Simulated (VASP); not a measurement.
Given:

```
CELL_PARAMETERS angstrom
      4.10636     0.00000     0.00000
      0.00000     4.10636     0.00000
      0.00000     0.00000     4.10636
ATOMIC_POSITIONS crystal
  Sc 0.00000 0.00000 0.00000
  Al 0.00000 0.50000 0.50000
  Al 0.50000 0.00000 0.50000
  Al 0.50000 0.50000 0.00000
```

Method: PBE GGA, VASP's PBE PAW potentials (set 64) (plane waves; VASP). Settings: 400 eV cut-off, 8×8×8 Γ-centred mesh, tetrahedra with Blöchl corrections, potentials Sc_sv Al.

The cores are frozen, which limits the accuracy of field gradients.

**Question.** Give the principal components of the electric field gradient (V/Å²) and the asymmetry η at each nucleus.

**Answer.** 
```tsv
atom	Vxx	Vyy	Vzz	η
Sc1	0.0	0.0	0.0	-
Al2	-9.9	-9.9	19.8	0.00
Al3	-9.9	-9.9	19.8	0.00
Al4	-9.9	-9.9	19.8	0.00
```

The compound is Al3Sc in the L1_2 structure. It was relaxed first.
